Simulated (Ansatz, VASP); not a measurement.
**CaAl4O in VASP and in Ansatz**

File INCAR:

```
  ALGO = Normal
  EDIFF = 1E-6
  EDIFFG = -0.04
  ENCUT = 600
  GGA = PE
  IBRION = 2
  ISIF = 3
  ISMEAR = 0
  LASPH = True
  LCHARG = False
  LREAL = False
  LWAVE = False
  NELM = 80
  NSW = 90
  PREC = Accurate
  SIGMA = 0.1
```

File KPOINTS:

```
k-points
0
Gamma
  6 6 4
```

POSCAR

```
CaAl4O
1.0
    5.2824676100      0.0000000000      0.0000000000
   -2.6412338100      4.5747511500      0.0000000000
    0.0000000000      0.0000000000      4.2423038600
Ca Al O
1 4 1
Direct
    0.0000000000      0.0000000000      0.0000000000
    0.6666666700      0.3333333300      0.0000000000
    0.0030570000      0.5015285000      0.5000000000
    0.4984715000      0.5015285000      0.5000000000
    0.4984715000      0.9969430000      0.5000000000
    0.3333333300      0.6666666700      0.0000000000
```

Input for Ansatz:

```yaml
crystal:
  lattice:
    - [5.28246761, 0.0, 0.0]
    - [-2.64123381, 4.57475115, 0.0]
    - [0.0, 0.0, 4.24230386]
  atoms:
    - { symbol: Ca, position: [0.0, 0.0, 0.0] }
    - { symbol: Al, position: [0.66666667, 0.33333333, 0.0] }
    - { symbol: Al, position: [0.003057, 0.5015285, 0.5] }
    - { symbol: Al, position: [0.4984715, 0.5015285, 0.5] }
    - { symbol: Al, position: [0.4984715, 0.996943, 0.5] }
    - { symbol: O, position: [0.33333333, 0.66666667, 0.0] }
basis:
  ecutwfc: 420
kpoints:
  mp_grid: { grid: [6, 6, 4] }
hamiltonian:
  xc: pbe
scf:
  occupations: { method: gaussian, width: 0.1 }
  lower_state_search: "off"
output:
  forces: true
  stress: true
  eigenvalues: true
relax:
  adjacent_minimum: "off"
  f_tol: 0.04
  max_steps: 70
  cell: { stress_tol: 0.4 }
```

Change from the starting cell: species swapped into the HoCo4Ni type (P-6m2, No. 187).

Alike in both runs: task relaxation of cell and atoms; functional PBE; k mesh 6 × 6 × 4; occupations gaussian, width 0.1 eV; no spin polarisation.

|  | VASP | Ansatz |
| --- | --- | --- |
| version | VASP 6.6.1 | Ansatz 0.2.0 |
| potentials or method | VASP PAW PBE potentials, release 64 (Ca_sv, Al, O) | scalar-relativistic, plane waves, PAW |
| plane-wave cutoff (eV) | 600 | 420 |
| valence electrons in the cell | 28 | 28 |

|  | VASP | Ansatz | Ansatz less VASP |
| --- | --- | --- | --- |
| gap on the k mesh at the Fermi level, each at its own relaxed structure (eV) | none | none | - |
| relaxed volume (Å³/atom) | 18.26 | 18.16 | -0.106 |
| relaxed cell length with the largest relative difference (Å) | 4.003 | 4.031 | +0.0287 |
| energy change over the relaxation (meV/atom) | -45 | -45 | +0.1 |

A gap of «none» marks a metal or a gap that the smearing closes.

Caveats: the k mesh is coarse (spacing up to 0.37 Å⁻¹), so the values aren't converged.
